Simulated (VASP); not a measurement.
Computed with AM05 GGA, VASP's PBE PAW potentials (set 64) (plane waves; VASP).

Input for VASP

File POSCAR:
```
As
1
    3.5865280810    -1.9094322501    -0.0467461486
    3.5865280810     1.9094322501    -0.0467461486
    2.6111535332     0.0000000000     3.1133865722
As
2
Direct
  0.2300609579   0.2300609579   0.2300609579
  0.7699390421   0.7699390421   0.7699390421
```

### KPOINTS
```
Automatic mesh
0
gamma
 12 12 12
```

INCAR:
```
! general
SYSTEM   =  As
PREC     =  Accurate
ENCUT    =  520
LREAL    =  F
LASPH    =  T

! electronic loop
EDIFF    =  1E-7
NELM     =  100
ALGO     =  Normal
LMAXMIX  =  4

! smearing
ISMEAR   =  1
SIGMA    =  0.1

! functional
GGA      =  AM

! ions
IBRION   =  2
NSW      =  30
ISIF     =  4
EDIFFG   =  -0.01

! output
LWAVE    =  F
LCHARG   =  F
```

POTCAR, in this order: As (PBE.64 set). Program: vasp_std.

Question: Estimate the energy per atom (σ→0), band gap (on the k-mesh).

Answer: 
The energy per atom (σ→0) is -4.838 eV/atom and the band gap (on the k-mesh) is none (metal, semimetal or under 0.01 eV).

OSZICAR:
```
...
       N       E                     dE             d eps       ncg     rms          rms(c)
DAV:   1    -0.967595116957E+01   -0.35935E-03   -0.27313E-02  3466   0.985E-01    0.777E-02
DAV:   2    -0.967584156783E+01    0.10960E-03   -0.90972E-04  3524   0.215E-01    0.406E-02
DAV:   3    -0.967578360953E+01    0.57958E-04   -0.22328E-04  4316   0.901E-02    0.987E-03
DAV:   4    -0.967578446602E+01   -0.85649E-06   -0.14141E-05  3501   0.304E-02    0.489E-03
DAV:   5    -0.967578463672E+01   -0.17070E-06   -0.16323E-06  3874   0.893E-03    0.738E-04
DAV:   6    -0.967578465032E+01   -0.13601E-07   -0.13830E-07  2486   0.300E-03
   5 F= -.96757847E+01 E0= -.96757607E+01  d E =-.652584E-03
```

The compound is As in the a7 structure. This cell is one point of a volume scan, at 1.03 of the reference volume. Symmetry was kept, so distortions that lower it aren't found.
